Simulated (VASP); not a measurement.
Data:

```yaml
crystal:
  lattice:
    - [3.14697, 1.81690, 2.66281]
    - [-3.14697, 1.81690, 2.66281]
    - [0.00000, -3.63380, 2.66281]
  atoms:
    - { symbol: Tl, position: [0.00837, 0.00837, 0.00837] }
    - { symbol: I, position: [0.50211, 0.50211, 0.50211] }
    - { symbol: O, position: [0.90370, 0.46174, 0.46174] }
    - { symbol: O, position: [0.46174, 0.90370, 0.46174] }
    - { symbol: O, position: [0.46174, 0.46174, 0.90370] }
```

These are r2SCAN meta-GGA, VASP's PBE PAW potentials (set 64) (plane waves; VASP) values and carry that method's errors. Run with 520 eV cut-off, 6×6×6 Γ-centred mesh, tetrahedra with Blöchl corrections, potentials Tl_d I O.

Unless said otherwise, spin-orbit coupling is left out, though it shifts the bands of the heavy elements here.

**Question.** Give the energies of bands 10 to 22 at the high-symmetry points, in eV from the valence-band maximum.

**Answer.** 
| band | Γ | T | H2 | L | S0 | F |
|---|---|---|---|---|---|---|
| 10 | -6.30 | -4.49 | -4.50 | -6.26 | -6.11 | -6.11 |
| 11 | -6.26 | -4.20 | -4.20 | -6.13 | -4.69 | -4.69 |
| 12 | -6.26 | -4.20 | -4.20 | -4.59 | -4.12 | -4.12 |
| 13 | -2.89 | -2.93 | -2.96 | -3.19 | -3.34 | -3.34 |
| 14 | -1.80 | -2.93 | -2.93 | -2.24 | -2.46 | -2.46 |
| 15 | -1.80 | -2.40 | -2.38 | -1.82 | -1.77 | -1.77 |
| 16 | -1.59 | -1.07 | -1.08 | -1.42 | -1.60 | -1.60 |
| 17 | -1.59 | -1.07 | -1.07 | -1.22 | -0.89 | -0.88 |
| 18 | -1.50 | -0.74 | -0.74 | -1.19 | -0.84 | -0.85 |
| 19 | -1.24 | 0.00 | 0.00 | -0.23 | -0.27 | -0.27 |
| 20 | 6.96 | 3.05 | 3.06 | 4.41 | 3.73 | 3.73 |
| 21 | 7.20 | 3.05 | 3.06 | 4.72 | 4.39 | 4.39 |
| 22 | 7.20 | 4.25 | 4.26 | 6.77 | 5.95 | 5.95 |

The gap is direct, 3.05 eV, from the valence maximum at T to the conduction minimum at T.

The structure comes from a computed database's TlIO3 entry (R3m); how it stands against other phases isn't given here. It was relaxed first.
